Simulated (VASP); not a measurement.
# Vibrations of Te: a test of the settings, part 2 of 3

Aim: test the modes of Te against the numerical settings. The starting structure is a measured crystal structure from the Crystallography Open Database.

VASP 6.6.1.

### Step 2. Reference modes (continued)

Level of this step: LDA; plane waves and PAW (Te) (VASP).

From OUTCAR (step 2):

```text
ion  position               nearest neighbor table
   1  0.713  0.713  0.000-   2 2.91   3 2.91   2 3.31   3 3.31   3 3.31   2 3.31
   2  0.000  0.287  0.667-   1 2.91   3 2.91   1 3.31   1 3.31   3 3.31   3 3.31
   3  0.287  0.000  0.333-   1 2.91   2 2.91   1 3.31   1 3.31   2 3.31   2 3.31

  LATTYP: Found a hexagonal cell.
 ALAT       =     4.2762251308
 C/A-ratio  =     1.3875669300

 Subroutine GETGRP returns: Found  6 space group operations
 (whereof  2 operations were pure point group operations)

The static configuration has the point symmetry C_2 .
 The point group associated with its full space group is D_3 .

 Found     50 irreducible k-points:

   k-points           NKPTS =     50   k-points in BZ     NKDIM =     50   number of bands    NBANDS=     15

   dimension x,y,z NGX =    30 NGY =   30 NGZ =   42
   dimension x,y,z NGXF=    60 NGYF=   60 NGZF=   84

   ENCUT  =  450.0 eV  33.07 Ry    5.75 a.u.   7.40  7.40 10.26*2*pi/ulx,y,z

   NELECT =      18.0000    total number of electrons

 k-points in reciprocal lattice and weights: Automatic mesh
   0.00000000  0.00000000  0.00000000       0.003
   0.12500000  0.00000000  0.00000000       0.016
   0.25000000  0.00000000  0.00000000       0.016
   0.37500000  0.00000000  0.00000000       0.016
   0.50000000  0.00000000  0.00000000       0.008
   0.12500000  0.12500000  0.00000000       0.016
   0.25000000  0.12500000  0.00000000       0.031
   0.37500000  0.12500000  0.00000000       0.031
   0.25000000  0.25000000  0.00000000       0.016
[...]
0.25000000  0.25000000  0.50000000       0.016
   0.37500000  0.25000000  0.50000000       0.016

 average (electrostatic) potential at core
       1 -88.9444       2 -88.9444       3 -88.9444

  Total        0.0028022      0.0028022      0.0018622      0.0000000      0.0000000      0.0000000
  in kB        0.0477796      0.0477796      0.0317520      0.0000000      0.0000000      0.0000000
  external PRESSURE =       0.0424371 kB  Pullay stress =       0.0000000 kB

  energy-cutoff  :      450.00
  volume of cell :       93.97
      direct lattice vectors                 reciprocal lattice vectors
     4.276225131  0.000000000  0.000000000     0.233851112  0.135014002  0.000000000
    -2.138112565  3.703319596  0.000000000     0.000000000  0.270028004  0.000000000
     0.000000000  0.000000000  5.933548577     0.000000000  0.000000000  0.168533212

 POSITION                                       TOTAL-FORCE (eV/Angst)
 -----------------------------------------------------------------------------------
      1.52372      2.63917      0.00000        -0.000262     -0.000453      0.000000
     -0.61439      1.06415      3.95570        -0.000262      0.000453      0.000000
      1.22878      0.00000      1.97785         0.000523      0.000000     -0.000000
 -----------------------------------------------------------------------------------
    total drift:                               -0.000000     -0.000000      0.000000

 MACROSCOPIC STATIC DIELECTRIC TENSOR (including local field effects in DFT)
 ------------------------------------------------------
          75.045125     0.000000     0.000000
           0.000000    75.045125     0.000000
          -0.000000     0.000000   128.983251
 ------------------------------------------------------

 PIEZOELECTRIC TENSOR (including local field effects)  for field in x, y, z        (C/m^2)
          XX          YY          ZZ          XY          YZ          ZX
  --------------------------------------------------------------------------------
  x    -0.54584     0.54584     0.00000     0.00000     0.23710     0.00000
  y     0.00000    -0.00000    -0.00000     0.54584     0.00000    -0.23710
  z     0.00000     0.00000     0.00000    -0.00000     0.00000    -0.00000

 BORN EFFECTIVE CHARGES (including local field effects) (in |e|, cummulative output)
 ---------------------------------------------------------------------------------
 ion    1
    1    -1.96473     3.40301     3.98710
    2     3.40301     1.96473    -2.30195
    3     4.65888    -2.68981    -0.00000
 ion    2
    1    -1.96473    -3.40301    -3.98710
    2    -3.40301     1.96473    -2.30195
    3    -4.65888    -2.68981    -0.00000
 ion    3
    1     3.92946    -0.00000     0.00000
    2    -0.00000    -3.92946     4.60391
    3     0.00000     5.37961    -0.00000

 Eigenvectors and eigenvalues of the dynamical matrix
 ----------------------------------------------------

   1 f  =    3.794128 THz    23.839210 2PiTHz  126.558490 cm-1    15.691246 meV
             X         Y         Z           dx          dy          dz
      1.523724  2.639168  0.000000    -0.042150    0.091378   -0.655669
     -0.614388  1.064152  3.955699    -0.058432   -0.082022    0.730832
      1.228776  0.000000  1.977850     0.099878   -0.009422   -0.075163

   2 f  =    3.794128 THz    23.839210 2PiTHz  126.558490 cm-1    15.691246 meV
             X         Y         Z           dx          dy          dz
      1.523724  2.639168  0.000000    -0.091422   -0.041681   -0.465342
     -0.614388  1.064152  3.955699     0.081978   -0.057962   -0.335155
      1.228776  0.000000  1.977850     0.009378    0.100347    0.800497

   3 f  =    2.889835 THz    18.157368 2PiTHz   96.394517 cm-1    11.951392 meV
             X         Y         Z           dx          dy          dz
      1.523724  2.639168  0.000000    -0.288675   -0.500000    0.000000
     -0.614388  1.064152  3.955699    -0.288675    0.500000   -0.000000
      1.228776  0.000000  1.977850     0.577350    0.000000   -0.000000

   4 f  =    2.671688 THz    16.786709 2PiTHz   89.117909 cm-1    11.049208 meV
             X         Y         Z           dx          dy          dz
      1.523724  2.639168  0.000000    -0.500000    0.288675   -0.000032
     -0.614388  1.064152  3.955699     0.500000    0.288675   -0.000032
      1.228776  0.000000  1.977850    -0.000000   -0.577350   -0.000032

   5 f  =    2.428636 THz    15.259567 2PiTHz   81.010563 cm-1    10.044025 meV
             X         Y         Z           dx          dy          dz
      1.523724  2.639168  0.000000    -0.501123   -0.268836    0.074975
     -0.614388  1.064152  3.955699     0.483097   -0.300095    0.067156
      1.228776  0.000000  1.977850     0.018059    0.567895   -0.142131

   6 f  =    2.428636 THz    15.259567 2PiTHz   81.010563 cm-1    10.044025 meV
             X         Y         Z           dx          dy          dz
      1.523724  2.639168  0.000000    -0.268145    0.501145    0.120832
     -0.614388  1.064152  3.955699    -0.299404   -0.483075   -0.125347
      1.228776  0.000000  1.977850     0.568585   -0.018037    0.004514

   7 f/i=    0.000146 THz     0.000917 2PiTHz    0.004870 cm-1     0.000604 meV
             X         Y         Z           dx          dy          dz
      1.523724  2.639168  0.000000     0.000027   -0.000016   -0.577350
     -0.614388  1.064152  3.955699    -0.000027   -0.000016   -0.577350
      1.228776  0.000000  1.977850    -0.000000    0.000032   -0.577350

   8 f/i=    0.002124 THz     0.013346 2PiTHz    0.070854 cm-1     0.008785 meV
             X         Y         Z           dx          dy          dz
      1.523724  2.639168  0.000000    -0.571680    0.082251    0.000384
     -0.614388  1.064152  3.955699    -0.571606    0.081738   -0.000325
      1.228776  0.000000  1.977850    -0.571199    0.082058   -0.000059

   9 f/i=    0.002124 THz     0.013346 2PiTHz    0.070854 cm-1     0.008785 meV
             X         Y         Z           dx          dy          dz
      1.523724  2.639168  0.000000     0.081780    0.571310    0.000154
     -0.614388  1.064152  3.955699     0.082293    0.571384    0.000255
      1.228776  0.000000  1.977850     0.081973    0.571791   -0.000409

 MACROSCOPIC STATIC DIELECTRIC TENSOR IONIC CONTRIBUTION
 ------------------------------------------------------
          41.810313     0.000000     0.000000
           0.000000    41.810313    -0.000000
           0.000000    -0.000000    44.864457
 ------------------------------------------------------

 ELASTIC MODULI CONTR FROM IONIC RELAXATION (kBar)
 Direction    XX          YY          ZZ          XY          YZ          ZX
 --------------------------------------------------------------------------------
 XX        -183.5065    -58.0340   -155.3898     -0.0000    -92.7914     -0.0000
 YY         -58.0340   -183.5065   -155.3898     -0.0000     92.7914      0.0000
 ZZ        -155.3898   -155.3898   -199.9333     -0.0000     -0.0000     -0.0000
 XY          -0.0000     -0.0000     -0.0000    -62.9649      0.0000    -91.2625
 YZ         -92.7914     92.7914     -0.0000      0.0000   -150.0200     -0.0000
 ZX          -0.0000      0.0000     -0.0000    -91.2625     -0.0000   -145.0632
 --------------------------------------------------------------------------------

 PIEZOELECTRIC TENSOR IONIC CONTR  for field in x, y, z        (C/m^2)
          XX          YY          ZZ          XY          YZ          ZX
  --------------------------------------------------------------------------------
  x    -0.91809     0.91809    -0.00000     0.00000    -0.80903    -0.00000
  y     0.00000    -0.00000     0.00000     0.91809     0.00000     0.79687
  z    -0.00000    -0.00000    -0.00000     0.09530     0.00000     0.00000
```

Energies printed during the response cycles are not total energies of the cell.

Reference: the zone-centre modes are E (2) 126.6, A1 96.4, A2 89.1, E (1) 81.0 cm⁻¹.

### Step 3. Modes with a 5×5×3 mesh

Against step 2 the input has a 5×5×3 mesh.

Input file INCAR:

```
SYSTEM = Te
PREC = Accurate
ENCUT = 450
EDIFF = 1E-08
NELM = 100
ISMEAR = 0
SIGMA = 0.03
LREAL = .FALSE.
ALGO = Normal
GGA = CA
NBANDS = 15
LORBIT = 11
LWAVE = .FALSE.
LCHARG = .FALSE.
KPAR = 4
IBRION = 8
LEPSILON = .TRUE.
LPEAD = .TRUE.
ISIF = 2
```

Input file POSCAR:

```
Te
1.0
    4.2762251308      0.0000000000      0.0000000000
   -2.1381125653      3.7033195955      0.0000000000
    0.0000000000      0.0000000000      5.9335485768
Te
3
Direct
    0.7126492623      0.7126492623      0.0000000000
    0.0000000000      0.2873507377      0.6666666667
    0.2873507377      0.0000000000      0.3333333333
```

Input file KPOINTS:

```
Automatic mesh
0
Gamma
5 5 3
0 0 0
```

The projector-augmented-wave data sets are Te (LDA family, release 64).

On the command line:

```sh
mpirun -np 4 vasp_std
```

The program printed:

```text
[... set-up lines as in an earlier step ...]
 entering main loop
       N       E                     dE             d eps       ncg     rms          rms(c)
DAV:   1     0.686426644091E+02    0.68643E+02   -0.61280E+03   360   0.867E+02
DAV:   2    -0.694072215092E+01   -0.75583E+02   -0.70944E+02   480   0.136E+02
DAV:   3    -0.113565776457E+02   -0.44159E+01   -0.43515E+01   430   0.376E+01
DAV:   4    -0.114348172911E+02   -0.78240E-01   -0.78229E-01   537   0.593E+00
[...]
DAV:  11    -0.114015575495E+02    0.26307E-06   -0.20121E-06   479   0.878E-03    0.349E-03
DAV:  12    -0.114015575485E+02    0.97612E-09   -0.29062E-07   423   0.300E-03    0.204E-03
DAV:  13    -0.114015575530E+02   -0.44811E-08   -0.25952E-08   416   0.943E-04
   1 F= -.11401558E+02 E0= -.11401558E+02  d E =-.586919E-21
 Linear response reoptimize wavefunctions to high precision
DAV:   1    -0.114015575518E+02    0.11540E-08   -0.10279E-08   458   0.626E-04
DAV:   2    -0.114015575521E+02   -0.23579E-09   -0.12297E-09   271   0.228E-04
[...]
RMM:  11    -0.461087757217E-01   -0.63226E-08    0.13708E-08  1996   0.104E-05    0.101E-05
 first order change of Fermi-energy  -0.17218E+00
 force on displaced ion       1 direction 1 :  -2.354  -0.138  -0.285
 Born effective charge ion    1 direction 1 :  -2.000   3.609   4.430
 Linear response progress:
  Degree of freedom:   2/  2
       N       E                     dE             d eps       ncg     rms          rms(c)
RMM:   1    -0.591934212590E-01   -0.59193E-01    0.40770E-02  2783   0.108E+00
RMM:   2    -0.560158212153E-01    0.31776E-02   -0.30774E-03  1801   0.309E-01    0.249E-01
RMM:   3    -0.557583470898E-01    0.25747E-03   -0.53294E-04  1860   0.976E-02    0.170E-01
RMM:   4    -0.557199046287E-01    0.38442E-04   -0.21193E-05  1899   0.251E-02    0.859E-02
[...]
RMM:  10    -0.557136464779E-01   -0.64488E-07   -0.61609E-08  2037   0.300E-05    0.137E-05
RMM:  11    -0.557136591145E-01   -0.12637E-07    0.24613E-08  2058   0.109E-05    0.256E-06
RMM:  12    -0.557136619032E-01   -0.27886E-08    0.16211E-08  1922   0.604E-06    0.682E-07
 first order change of Fermi-energy   0.25011E-02
 force on displaced ion       1 direction 3 :  -0.286   0.173  -4.744
 Born effective charge ion    1 direction 3 :   3.938  -2.115   0.303
 Born effective charges drift removed
 Linear response finished
```

Wall time 1.8 min (4 MPI ranks of AMD EPYC 7R43, shared host); peak memory 0.95 GiB.

From OUTCAR (step 3):

```text
  Total        0.0974259      0.0974259     -0.0210864      0.0000000      0.0000000     -0.0000000
  in kB        1.6611881      1.6611881     -0.3595403      0.0000000      0.0000000     -0.0000000
  external PRESSURE =       0.9876120 kB  Pullay stress =       0.0000000 kB

 POSITION                                       TOTAL-FORCE (eV/Angst)
 -----------------------------------------------------------------------------------
      1.52372      2.63917      0.00000         0.001744      0.003021      0.000000
     -0.61439      1.06415      3.95570         0.001744     -0.003021      0.000000
      1.22878      0.00000      1.97785        -0.003488      0.000000     -0.000000
 -----------------------------------------------------------------------------------
    total drift:                               -0.000000     -0.000000      0.000000

 MACROSCOPIC STATIC DIELECTRIC TENSOR (including local field effects in DFT)
 ------------------------------------------------------
          69.801734     0.000000     0.000000
           0.000000    69.801734     0.000000
          -0.000000     0.000000   203.852461
 ------------------------------------------------------

 MACROSCOPIC STATIC DIELECTRIC TENSOR IONIC CONTRIBUTION
 ------------------------------------------------------
          43.368146     0.000000     0.000000
           0.000000    43.368146     0.000000
           0.000000     0.000000    42.364217
 ------------------------------------------------------

[... 1 part as in an earlier step ...]

[... 1 further part left out ...]
```

With a 5×5×3 mesh the modes are E (2) 124.2, A1 98.2, A2 87.2, E (1) 81.7 cm⁻¹; the largest shift is -2.4 cm⁻¹, in E (2), from the reference.

### Step 4. Modes with a cutoff of 180 eV

Against step 2 the input has ENCUT = 180.

Changes to INCAR since step 3:

```diff
@@ -2,3 +2,3 @@
 PREC = Accurate
-ENCUT = 450
+ENCUT = 180
 EDIFF = 1E-08
```

POSCAR is that of step 3.

Input file KPOINTS:

```
Automatic mesh
0
Gamma
8 8 6
0 0 0
```

On the command line:

```sh
mpirun -np 4 vasp_std
```

The program printed:

```text
[... set-up lines as in an earlier step ...]
 entering main loop
       N       E                     dE             d eps       ncg     rms          rms(c)
DAV:   2    -0.939404303846E+01   -0.45394E+02   -0.43728E+02  2074   0.101E+02
DAV:   3    -0.114112071540E+02   -0.20172E+01   -0.20136E+01  1654   0.241E+01
DAV:   4    -0.114353858302E+02   -0.24179E-01   -0.24177E-01  2068   0.302E+00
DAV:   5    -0.114358555797E+02   -0.46975E-03   -0.46975E-03  1745   0.357E-01    0.135E+01
[...]
DAV:  11    -0.114019604093E+02   -0.11943E-06   -0.24839E-06  1962   0.865E-03    0.437E-03
DAV:  12    -0.114019603912E+02    0.18070E-07   -0.20506E-07  1759   0.244E-03    0.315E-03
DAV:  13    -0.114019603869E+02    0.43522E-08   -0.41471E-08  1948   0.112E-03
   1 F= -.11401960E+02 E0= -.11401960E+02  d E =-.313521E-11
 Linear response reoptimize wavefunctions to high precision
DAV:   1    -0.114019603714E+02    0.15531E-07   -0.34306E-08  1766   0.106E-03
DAV:   2    -0.114019603717E+02   -0.36925E-09   -0.33641E-09  1602   0.311E-04
[...]
RMM:  10    -0.453706564013E-01   -0.19778E-08    0.25081E-09 10610   0.118E-05    0.276E-05
 first order change of Fermi-energy   0.16784E+00
 force on displaced ion       1 direction 1 :  -2.394  -0.095  -0.328
 Born effective charge ion    1 direction 1 :  -2.032   3.308   4.644
 Linear response progress:
  Degree of freedom:   2/  2
       N       E                     dE             d eps       ncg     rms          rms(c)
RMM:   1    -0.576125969926E-01   -0.57613E-01    0.49331E-02 14121   0.104E+00
RMM:   2    -0.552126295498E-01    0.24000E-02   -0.26750E-03  9328   0.272E-01    0.255E-01
RMM:   3    -0.549420098633E-01    0.27062E-03   -0.50294E-04  9654   0.837E-02    0.171E-01
RMM:   4    -0.549001953038E-01    0.41815E-04   -0.82621E-06  9875   0.202E-02    0.848E-02
[...]
RMM:  10    -0.548937073029E-01   -0.60930E-07   -0.20461E-08 10606   0.215E-05    0.108E-05
RMM:  11    -0.548937191023E-01   -0.11799E-07   -0.69298E-10 10333   0.936E-06    0.343E-06
RMM:  12    -0.548937215792E-01   -0.24769E-08    0.24239E-09  8871   0.233E-06    0.139E-06
 first order change of Fermi-energy  -0.14037E-04
 force on displaced ion       1 direction 3 :  -0.325   0.191  -4.939
 Born effective charge ion    1 direction 3 :   3.994  -2.165  -0.009
 Born effective charges drift removed
 Linear response finished
```

It took 2.3 min on 4 MPI ranks; peak memory 0.94 GiB.

From OUTCAR (step 4):

```text
  Total       -0.0977433     -0.0977433     -0.0730131     -0.0000000      0.0000000     -0.0000000
  in kB       -1.6665995     -1.6665995     -1.2449298     -0.0000000      0.0000000     -0.0000000
  external PRESSURE =      -1.5260429 kB  Pullay stress =       0.0000000 kB

 POSITION                                       TOTAL-FORCE (eV/Angst)
 -----------------------------------------------------------------------------------
      1.52372      2.63917      0.00000        -0.004895     -0.008479      0.000000
     -0.61439      1.06415      3.95570        -0.004895      0.008479      0.000000
      1.22878      0.00000      1.97785         0.009790      0.000000     -0.000000
 -----------------------------------------------------------------------------------
    total drift:                                0.000001      0.000002     -0.000000

 MACROSCOPIC STATIC DIELECTRIC TENSOR (including local field effects in DFT)
 ------------------------------------------------------
          75.093497     0.000000    -0.000000
           0.000000    75.093497     0.000000
          -0.000000     0.000000   129.018720
 ------------------------------------------------------

 MACROSCOPIC STATIC DIELECTRIC TENSOR IONIC CONTRIBUTION
 ------------------------------------------------------
          41.581547     0.000000     0.000000
           0.000000    41.581547     0.000000
          -0.000000     0.000000    44.395365
 ------------------------------------------------------

[... 1 part as in an earlier step ...]

[... 1 further part left out ...]
```

With a cutoff of 180 eV the modes are E (2) 126.9, A1 97.1, A2 89.4, E (1) 81.4 cm⁻¹; the largest shift is +0.7 cm⁻¹, in A1, from the reference.

(Part 2 of 3 ends here.)

[Lines on the potential files, build, host, timing and source positions are cut from VASP's logs without a mark.]

[Logs are printed without paths, hosts, clocks, repeated set-up lines and the standing remarks that a program may print on its own settings, such as how far it seeks lower states.]

[Hosts, paths, dates, database ids (printed as entryN), source tags and the programs' standing remarks are cut or masked in the printed files.]
